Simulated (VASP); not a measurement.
Set up this calculation in VASP 6.6.1, as the native input.

| Property | Result |
| --- | --- |
| Task | single point |
| Functional | PBE |
| Potentials or basis | VASP PAW PBE potentials, release 64 (W_sv, Br, Cl, O) |
| Cutoff | 520 eV |
| k mesh | 8 × 4 × 4 |
| Occupations | fermi-dirac, width 0.05 eV |
| Spin | no spin polarisation |
| Further INCAR settings | ALGO = Normal; EDIFF = 1e-07; NBANDS = 33 |

The structure of WBrCl3O lies in POSCAR:

```
WBrCl3O
1.0
    3.8771469557      0.0000000000      0.0000000000
    1.9287297700      6.5110326580      0.0000000000
    1.9339583943      0.0740541254      6.5659754148
W Br Cl O
1 1 3 1
Direct
    0.0360660000      0.9978190000      0.9964310000
    0.8166270000      0.1933930000      0.3181210000
    0.3170190000      0.8138930000      0.6952720000
    0.1327900000      0.6925890000      0.1821350000
    0.0134540000      0.3038430000      0.8112060000
    0.5620430000      0.9984630000      0.9968360000
```

The cell comes from a database or a generator and needn't be the stable form of this composition.

These files were run (other wordings do the same):

INCAR

```
SYSTEM = WBrCl3O
ALGO     = Normal         ! electronic algorithm
EDIFF    = 1E-7           ! SCF threshold, eV
ENCUT    = 520            ! plane-wave cutoff, eV
GGA      = PE             ! functional
ISIF     = 2              ! what is computed and relaxed
ISMEAR   = -1             ! smearing method
LASPH    = .TRUE.         ! aspherical terms in the spheres
LCHARG   = .FALSE.        ! write CHGCAR
LREAL    = .FALSE.        ! projectors in reciprocal space
LWAVE    = .FALSE.        ! write WAVECAR
NBANDS   = 33             ! bands
NELM     = 100            ! most SCF steps
PREC     = Accurate       ! precision mode
SIGMA    = 0.05           ! smearing width, eV
```

KPOINTS

```
k-points
0
G
  8 4 4
  0 0 0
```

Potentials or basis: VASP PAW PBE potentials, release 64 (W_sv, Br, Cl, O).

The run is started by

```console
$ cat potpaw_PBE.64/W_sv/POTCAR potpaw_PBE.64/Br/POTCAR potpaw_PBE.64/Cl/POTCAR potpaw_PBE.64/O/POTCAR > POTCAR
$ mpirun -np 1 vasp_std > vasp.out
```

Results of the run:

| Property | Result |
| --- | --- |
| Pressure | -1.4 GPa |
| Largest force | 0.777 eV/Å |
| Band gap on the k mesh | 1.54 eV, indirect (least direct gap 1.59 eV) |

Caveat: spin-orbit coupling is left out, which moves the levels of the heavy elements.

Wall time 4.3 min on 1 thread of AMD EPYC 9R45 96-Core Processor (Zen 5), on a shared host, peak memory 0.5 GiB.
